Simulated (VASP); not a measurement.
# LiCl: structure and properties in VASP, part 4 of 5

Wanted: the relaxed cell of LiCl and its properties. The start is a cell from a database of measured crystal structures.

VASP 6.6.1; LDA; plane waves and PAW (Li_sv, Cl).

So far, gap on the k-mesh (eV): step 2 (relaxing cell and atoms (LDA)) 6.52; step 6 (density of states (LDA)) 6.54.

The database entry behind the starting cell differs from later determinations by our own check (0.1 to 0.3 % short, probably kX units), so it need not match the best structure at ambient conditions.

## (7) Response to an electric field (LDA) (continued)

Parts of OUTCAR (step 7):

```text
   k-points           NKPTS =     56   k-points in BZ     NKDIM =     56   number of bands    NBANDS=     11

   NELECT =      10.0000    total number of electrons

  Total       -0.0039525     -0.0039525     -0.0039525      0.0000000      0.0000000     -0.0000000
  in kB       -0.2074059     -0.2074059     -0.2074059      0.0000000      0.0000000     -0.0000000
  external PRESSURE =      -0.2074059 kB  Pullay stress =       0.0000000 kB

 MACROSCOPIC STATIC DIELECTRIC TENSOR (including local field effects in DFT)
 ------------------------------------------------------
           3.187821     0.000000     0.000000
           0.000000     3.187821     0.000000
          -0.000000    -0.000000     3.187821
 ------------------------------------------------------

 PIEZOELECTRIC TENSOR (including local field effects)  for field in x, y, z        (C/m^2)
          XX          YY          ZZ          XY          YZ          ZX
  --------------------------------------------------------------------------------
  x     0.00000     0.00000     0.00000     0.00000     0.00000     0.00000
  y     0.00000     0.00000     0.00000     0.00000     0.00000     0.00000
  z     0.00000     0.00000     0.00000     0.00000     0.00000     0.00000

 BORN EFFECTIVE CHARGES (including local field effects) (in |e|, cummulative output)
 ---------------------------------------------------------------------------------
 ion    1
    1     1.16502    -0.00000     0.00000
    2    -0.00000     1.16502     0.00000
    3    -0.00000    -0.00000     1.16502
 ion    2
    1    -1.16502     0.00000    -0.00000
    2     0.00000    -1.16502    -0.00000
    3     0.00000     0.00000    -1.16502

[... 8 parts as in an earlier step ...]

[... 3 further parts left out ...]
```

Energies printed during the response cycles are not total energies of the cell.

Numbers from this step:

- bands: 11
- Fermi energy: 1.327 eV
- pressure: -0.02074 GPa

Electronic dielectric tensor with local fields:

```
3.19 0.00 0.00
0.00 3.19 0.00
0.00 0.00 3.19
```

Born effective charge (e), principal values of the symmetric part by kind of site:

| atom | atoms with these values | low | middle | high | mean |
| --- | --- | --- | --- | --- | --- |
| Li1 | 1 | 1.17 | 1.17 | 1.17 | 1.17 |
| Cl2 | 1 | -1.17 | -1.17 | -1.17 | -1.17 |

In full for Li1:

```
1.17 0.00 0.00
0.00 1.17 0.00
0.00 0.00 1.17
```

The Born charges sum to zero; the printed set may have that rule imposed, so this is no test. The mean Born charge of Cl, -1.17 e, exceeds its nominal -1, the mark of charge that flows along bonds as atoms move.

## (8) Volume scan with LDA, volume scale 0.94

An equation of state needs energies on both sides of the minimum, all on one mesh and cutoff.

The input, INCAR:

```
SYSTEM = LiCl
PREC = Accurate
ENCUT = 650
EDIFF = 1E-06
NELM = 100
ISMEAR = 0
SIGMA = 0.05
LREAL = .FALSE.
ALGO = Normal
GGA = CA
NBANDS = 11
LORBIT = 11
LWAVE = .FALSE.
LCHARG = .FALSE.
KPAR = 2
ISIF = 2
```

The input, POSCAR:

```
LiCl
1.0
    0.0000000000      2.4300746299      2.4300746299
    2.4300746299      0.0000000000      2.4300746299
    2.4300746299      2.4300746299      0.0000000000
Li Cl
1 1
Direct
    0.0000000000      0.0000000000      0.0000000000
    0.5000000000      0.5000000000      0.5000000000
```

The input, KPOINTS:

```
Automatic mesh
0
Gamma
8 8 8
0 0 0
```

Potentials, in the order of the species: Li_sv and Cl (LDA family, release 64).

On the command line:

```bash
mpirun -np 2 vasp_std
```

The program printed:

```text
[... set-up lines as in an earlier step ...]
 entering main loop
       N       E                     dE             d eps       ncg     rms          rms(c)
DAV:   1     0.431379280649E+02    0.43138E+02   -0.48033E+03   638   0.982E+02
DAV:   2    -0.577522991106E+01   -0.48913E+02   -0.45472E+02   809   0.164E+02
DAV:   3    -0.808621180032E+01   -0.23110E+01   -0.23029E+01   859   0.370E+01
DAV:   4    -0.814553426216E+01   -0.59322E-01   -0.59295E-01   876   0.581E+00
DAV:   5    -0.814624597209E+01   -0.71171E-03   -0.71168E-03   856   0.560E-01    0.269E+00
DAV:   6    -0.808632566139E+01    0.59920E-01   -0.10267E-01   809   0.159E+00    0.186E+00
DAV:   7    -0.807875069280E+01    0.75750E-02   -0.30108E-02   939   0.946E-01    0.863E-01
DAV:   8    -0.807858315791E+01    0.16753E-03   -0.23795E-03   886   0.345E-01    0.113E-01
DAV:   9    -0.807856445029E+01    0.18708E-04   -0.89088E-05   783   0.674E-02    0.235E-02
DAV:  10    -0.807856996907E+01   -0.55188E-05   -0.61728E-06   835   0.198E-02    0.542E-03
DAV:  11    -0.807856989319E+01    0.75878E-07   -0.60470E-07   474   0.611E-03
   1 F= -.80785699E+01 E0= -.80785699E+01  d E =-.338178E-16
```

It took 9.2 s on 2 MPI ranks of Intel Xeon Platinum 8488C (Sapphire Rapids), shared host; peak memory 0.26 GiB.

Parts of OUTCAR (step 8):

```text
   ENCUT  =  650.0 eV  47.77 Ry    6.91 a.u.   7.14  7.14  7.14*2*pi/ulx,y,z

   NELECT =      10.0000    total number of electrons

 E-fermi :   2.0919

 k-point     1 :       0.0000    0.0000    0.0000
  band No.  band energies     occupation
      1     -40.4652      2.00000
      2     -12.1619      2.00000
      3       1.8184      2.00000
      4       1.8184      2.00000
      5       1.8184      2.00000
      6       8.8806      0.00000
      7      13.6648      0.00000
      8      13.6648      0.00000
      9      13.6648      0.00000
     10      16.7821      0.00000
    ...

  Total        0.5180770      0.5180770      0.5180770      0.0000000      0.0000000      0.0000000
  in kB       28.9211826     28.9211826     28.9211826      0.0000000      0.0000000      0.0000000
  external PRESSURE =      28.9211826 kB  Pullay stress =       0.0000000 kB

 POSITION                                       TOTAL-FORCE (eV/Angst)
 -----------------------------------------------------------------------------------
      0.00000      0.00000      0.00000        -0.000000     -0.000000     -0.000000
      2.43007      2.43007      2.43007         0.000000      0.000000      0.000000
 -----------------------------------------------------------------------------------
    total drift:                               -0.000000     -0.000000      0.000000

  FREE ENERGIE OF THE ION-ELECTRON SYSTEM (eV)
  ---------------------------------------------------
  free  energy   TOTEN  =        -8.0785698932 eV

  energy  without entropy=       -8.0785698932  energy(sigma->0) =       -8.07856989

[... 4 parts as in an earlier step ...]

[... 12 further parts left out ...]
```

The scan keeps the cell's shape and the fractional positions fixed.

This step gave:

```yaml
irreducible_k_points: 29
free_energy_toten: -8.079 eV
fermi_energy: 2.092 eV
pressure: 2.892 GPa
valence_top_at_k: 0, 0, 0
conduction_bottom_at_k: 0.5, 0, 0
least_direct_gap_at_k: 0.5, 0, 0
gap_on_the_k_mesh: 6.574 eV
least_direct_gap_on_the_k_mesh: 6.912 eV
```

The pressure here is 2.89 GPa.

## (9) Volume scan with LDA, volume scale 0.96

INCAR is that of step 8.

The input, POSCAR:

```
LiCl
1.0
    0.0000000000      2.4471883954      2.4471883954
    2.4471883954      0.0000000000      2.4471883954
    2.4471883954      2.4471883954      0.0000000000
Li Cl
1 1
Direct
    0.0000000000      0.0000000000      0.0000000000
    0.5000000000      0.5000000000      0.5000000000
```

KPOINTS is that of step 8.

On the command line:

```bash
mpirun -np 2 vasp_std
```

The program printed:

```text
[... set-up lines as in an earlier step ...]
 entering main loop
       N       E                     dE             d eps       ncg     rms          rms(c)
DAV:   1     0.442642671443E+02    0.44264E+02   -0.48749E+03   638   0.976E+02
DAV:   2    -0.550009506135E+01   -0.49764E+02   -0.47617E+02   784   0.166E+02
DAV:   3    -0.809458906453E+01   -0.25945E+01   -0.25872E+01   867   0.389E+01
DAV:   4    -0.815494216576E+01   -0.60353E-01   -0.60305E-01   845   0.599E+00
DAV:   5    -0.815622720207E+01   -0.12850E-02   -0.12849E-02   891   0.740E-01    0.264E+00
DAV:   6    -0.809568192990E+01    0.60545E-01   -0.10504E-01   826   0.160E+00    0.182E+00
DAV:   7    -0.808815158642E+01    0.75303E-02   -0.30428E-02   927   0.947E-01    0.852E-01
DAV:   8    -0.808798692192E+01    0.16466E-03   -0.24669E-03   890   0.350E-01    0.116E-01
DAV:   9    -0.808796696929E+01    0.19953E-04   -0.10308E-04   808   0.716E-02    0.236E-02
DAV:  10    -0.808797294719E+01   -0.59779E-05   -0.62900E-06   826   0.199E-02    0.682E-03
DAV:  11    -0.808797284338E+01    0.10381E-06   -0.75433E-07   474   0.677E-03
   1 F= -.80879728E+01 E0= -.80879728E+01  d E =-.727481E-28
```

It took 6.2 s on 2 MPI ranks; peak memory 0.27 GiB; 11 s of CPU time.

OUTCAR, selected parts (step 9):

```text
   ENCUT  =  650.0 eV  47.77 Ry    6.91 a.u.   7.19  7.19  7.19*2*pi/ulx,y,z

   NELECT =      10.0000    total number of electrons

 E-fermi :   2.0010

 k-point     1 :       0.0000    0.0000    0.0000
  band No.  band energies     occupation
      1     -40.6727      2.00000
      2     -12.2604      2.00000
      3       1.6250      2.00000
      4       1.6250      2.00000
      5       1.6250      2.00000
      6       8.5342      0.00000
      7      13.4622      0.00000
      8      13.4622      0.00000
      9      13.4622      0.00000
     10      16.5346      0.00000
    ...

  Total        0.3322692      0.3322692      0.3322692      0.0000000      0.0000000      0.0000000
  in kB       18.1621981     18.1621981     18.1621981      0.0000000      0.0000000      0.0000000
  external PRESSURE =      18.1621981 kB  Pullay stress =       0.0000000 kB

 POSITION                                       TOTAL-FORCE (eV/Angst)
 -----------------------------------------------------------------------------------
      0.00000      0.00000      0.00000         0.000000      0.000000      0.000000
      2.44719      2.44719      2.44719         0.000000      0.000000     -0.000000
 -----------------------------------------------------------------------------------
    total drift:                               -0.000000     -0.000000      0.000000

  FREE ENERGIE OF THE ION-ELECTRON SYSTEM (eV)
  ---------------------------------------------------
  free  energy   TOTEN  =        -8.0879728434 eV

  energy  without entropy=       -8.0879728434  energy(sigma->0) =       -8.08797284

[... 4 parts as in an earlier step ...]

[... 12 further parts left out ...]
```

This step gave:

| Property | Result |
| --- | --- |
| free energy (TOTEN) | -8.088 eV |
| Fermi energy | 2.001 eV |
| pressure | 1.816 GPa |
| gap on the k-mesh | 6.555 eV |
| least direct gap on the k-mesh | 6.881 eV |

The pressure falls from 2.89 to 1.82 GPa.

The run ends at a pressure of 1.82 GPa.

## (10) Volume scan with LDA, volume scale 0.98

INCAR is that of step 9.

The input, POSCAR:

```
LiCl
1.0
    0.0000000000      2.4640660900      2.4640660900
    2.4640660900      0.0000000000      2.4640660900
    2.4640660900      2.4640660900      0.0000000000
Li Cl
1 1
Direct
    0.0000000000      0.0000000000      0.0000000000
    0.5000000000      0.5000000000      0.5000000000
```

KPOINTS is that of step 9.

On the command line:

```bash
mpirun -np 2 vasp_std
```

The program printed:

```text
[... set-up lines as in an earlier step ...]
 entering main loop
       N       E                     dE             d eps       ncg     rms          rms(c)
DAV:   1     0.447383161030E+02    0.44738E+02   -0.49986E+03   638   0.100E+03
DAV:   2    -0.557157912416E+01   -0.50310E+02   -0.47568E+02   876   0.164E+02
DAV:   3    -0.809954614707E+01   -0.25280E+01   -0.25221E+01   820   0.376E+01
DAV:   4    -0.816201741911E+01   -0.62471E-01   -0.62397E-01   928   0.586E+00
[...]
DAV:   9    -0.809343893727E+01    0.19370E-04   -0.10009E-04   810   0.721E-02    0.236E-02
DAV:  10    -0.809344542816E+01   -0.64909E-05   -0.66002E-06   779   0.203E-02    0.667E-03
DAV:  11    -0.809344532922E+01    0.98937E-07   -0.80695E-07   477   0.698E-03
   1 F= -.80934453E+01 E0= -.80934453E+01  d E =-.876279E-20
```

The job ended after 9.2 s (2 MPI ranks; peak memory 0.26 GiB; 16 s of CPU time).

OUTCAR, selected parts (step 10):

```text
  Total        0.1589302      0.1589302      0.1589302      0.0000000     -0.0000000     -0.0000000
  in kB        8.5100088      8.5100088      8.5100088      0.0000000     -0.0000000     -0.0000000
  external PRESSURE =       8.5100088 kB  Pullay stress =       0.0000000 kB

 POSITION                                       TOTAL-FORCE (eV/Angst)
 -----------------------------------------------------------------------------------
      0.00000      0.00000      0.00000         0.000000      0.000000     -0.000000
      2.46407      2.46407      2.46407        -0.000000     -0.000000      0.000000
 -----------------------------------------------------------------------------------
    total drift:                               -0.000000     -0.000000      0.000000

  FREE ENERGIE OF THE ION-ELECTRON SYSTEM (eV)
  ---------------------------------------------------
  free  energy   TOTEN  =        -8.0934453292 eV

  energy  without entropy=       -8.0934453292  energy(sigma->0) =       -8.09344533

[... 1 part as in an earlier step ...]

[... 2 further parts left out ...]
[key lines of the parts left out:]
E-fermi :   1.7487
```

The pressure falls from 1.82 to 0.85 GPa.

The run ends at a pressure of 0.85 GPa.

## (11) Volume scan with LDA, volume scale 1

INCAR is that of step 10.

The input, POSCAR:

```
LiCl
1.0
    0.0000000000      2.4807156903      2.4807156903
    2.4807156903      0.0000000000      2.4807156903
    2.4807156903      2.4807156903      0.0000000000
Li Cl
1 1
Direct
    0.0000000000      0.0000000000      0.0000000000
    0.5000000000      0.5000000000      0.5000000000
```

KPOINTS is that of step 10.

On the command line:

```bash
mpirun -np 2 vasp_std
```

The program printed:

```text
[... set-up lines as in an earlier step ...]
 entering main loop
       N       E                     dE             d eps       ncg     rms          rms(c)
[... 11 cycles as in an earlier step ...]
   1 F= -.80954402E+01 E0= -.80954402E+01  d E =-.233586E-11
```

Elapsed: 8.6 s, on 2 MPI ranks; peak memory 0.26 GiB; 15 s of CPU time.

From OUTCAR (step 11):

```text
[... 6 parts as in an earlier step ...]

[... 1 further part left out ...]
[key lines of the parts left out:]
E-fermi :   1.4809
```

The pressure falls from 0.85 to -0.02 GPa.

The run ends at a pressure of -0.02 GPa.

## (12) Volume scan with LDA, volume scale 1.02

INCAR is that of step 11.

The input, POSCAR:

```
LiCl
1.0
    0.0000000000      2.4971447498      2.4971447498
    2.4971447498      0.0000000000      2.4971447498
    2.4971447498      2.4971447498      0.0000000000
Li Cl
1 1
Direct
    0.0000000000      0.0000000000      0.0000000000
    0.5000000000      0.5000000000      0.5000000000
```

KPOINTS is that of step 11.

On the command line:

```bash
mpirun -np 2 vasp_std
```

The program printed:

```text
[... set-up lines as in an earlier step ...]
 entering main loop
       N       E                     dE             d eps       ncg     rms          rms(c)
DAV:   1     0.424123387422E+02    0.42412E+02   -0.46262E+03   638   0.985E+02
DAV:   2    -0.560134096362E+01   -0.48014E+02   -0.45962E+02   812   0.155E+02
DAV:   3    -0.811530081585E+01   -0.25140E+01   -0.25064E+01   870   0.380E+01
DAV:   4    -0.816415422310E+01   -0.48853E-01   -0.48811E-01   878   0.537E+00
[...]
DAV:   9    -0.809422782266E+01    0.18768E-04   -0.10014E-04   807   0.733E-02    0.255E-02
DAV:  10    -0.809423539971E+01   -0.75771E-05   -0.71005E-06   779   0.210E-02    0.673E-03
DAV:  11    -0.809423530366E+01    0.96048E-07   -0.88666E-07   507   0.708E-03
   1 F= -.80942353E+01 E0= -.80942353E+01  d E =-.158303E-21
```

Elapsed: 6.2 s, on 2 MPI ranks; peak memory 0.27 GiB; 11 s of CPU time.

OUTCAR, selected parts (step 12):

```text
  Total       -0.1544713     -0.1544713     -0.1544713      0.0000000      0.0000000     -0.0000000
  in kB       -7.9468911     -7.9468911     -7.9468911      0.0000000      0.0000000     -0.0000000
  external PRESSURE =      -7.9468911 kB  Pullay stress =       0.0000000 kB

 POSITION                                       TOTAL-FORCE (eV/Angst)
 -----------------------------------------------------------------------------------
      0.00000      0.00000      0.00000        -0.000000      0.000000     -0.000000
      2.49714      2.49714      2.49714         0.000000     -0.000000      0.000000
 -----------------------------------------------------------------------------------
    total drift:                               -0.000000     -0.000000      0.000000

  FREE ENERGIE OF THE ION-ELECTRON SYSTEM (eV)
  ---------------------------------------------------
  free  energy   TOTEN  =        -8.0942353037 eV

  energy  without entropy=       -8.0942353037  energy(sigma->0) =       -8.09423530

[... 1 part as in an earlier step ...]

[... 2 further parts left out ...]
[key lines of the parts left out:]
E-fermi :   1.4189
```

The pressure falls from -0.02 to -0.79 GPa.

The run ends at a pressure of -0.79 GPa.

## (13) Volume scan with LDA, volume scale 1.04

INCAR is that of step 12.

The input, POSCAR:

```
LiCl
1.0
    0.0000000000      2.5133604298      2.5133604298
    2.5133604298      0.0000000000      2.5133604298
    2.5133604298      2.5133604298      0.0000000000
Li Cl
1 1
Direct
    0.0000000000      0.0000000000      0.0000000000
    0.5000000000      0.5000000000      0.5000000000
```

KPOINTS is that of step 12.

On the command line:

```bash
mpirun -np 2 vasp_std
```

The program printed:

```text
[... set-up lines as in an earlier step ...]
 entering main loop
       N       E                     dE             d eps       ncg     rms          rms(c)
DAV:   1     0.455329525849E+02    0.45533E+02   -0.48358E+03   638   0.981E+02
DAV:   2    -0.553699651464E+01   -0.51070E+02   -0.48610E+02   837   0.160E+02
DAV:   3    -0.810158863967E+01   -0.25646E+01   -0.25564E+01   843   0.381E+01
DAV:   4    -0.816142698891E+01   -0.59838E-01   -0.59773E-01   892   0.597E+00
[...]
DAV:   9    -0.809024906882E+01    0.21635E-04   -0.11229E-04   821   0.769E-02    0.271E-02
DAV:  10    -0.809025712051E+01   -0.80517E-05   -0.77971E-06   769   0.215E-02    0.819E-03
DAV:  11    -0.809025697546E+01    0.14505E-06   -0.11612E-06   576   0.783E-03
   1 F= -.80902570E+01 E0= -.80902570E+01  d E =-.286450E-15
```

Run time: 7.8 s. Hardware: 2 MPI ranks; peak memory 0.26 GiB.

Parts of OUTCAR (step 13):

```text
  Total       -0.2961976     -0.2961976     -0.2961976      0.0000000      0.0000000      0.0000000
  in kB      -14.9450627    -14.9450627    -14.9450627      0.0000000      0.0000000      0.0000000
  external PRESSURE =     -14.9450627 kB  Pullay stress =       0.0000000 kB

 POSITION                                       TOTAL-FORCE (eV/Angst)
 -----------------------------------------------------------------------------------
      0.00000      0.00000      0.00000        -0.000000      0.000000     -0.000000
      2.51336      2.51336      2.51336         0.000000     -0.000000      0.000000
 -----------------------------------------------------------------------------------
    total drift:                               -0.000000     -0.000000      0.000000

  FREE ENERGIE OF THE ION-ELECTRON SYSTEM (eV)
  ---------------------------------------------------
  free  energy   TOTEN  =        -8.0902569755 eV

  energy  without entropy=       -8.0902569755  energy(sigma->0) =       -8.09025698

[... 1 part as in an earlier step ...]

[... 2 further parts left out ...]
[key lines of the parts left out:]
E-fermi :   1.1966
```

The pressure falls from -0.79 to -1.49 GPa.

The run ends at a pressure of -1.49 GPa.

(Part 4 of 5 ends here.)

[Lines on the potential files, build, host, timing and source positions are cut from VASP's logs without a mark.]

[Logs are printed without paths, hosts, clocks, repeated set-up lines and the standing remarks that a program may print on its own settings, such as how far it seeks lower states.]

[Hosts, paths, dates, database ids (printed as entryN), source tags and the programs' standing remarks are cut or masked in the printed files.]

[Measured values are set beside computed ones only where the two were judged alike; some that the calculation misses by far are left out.]
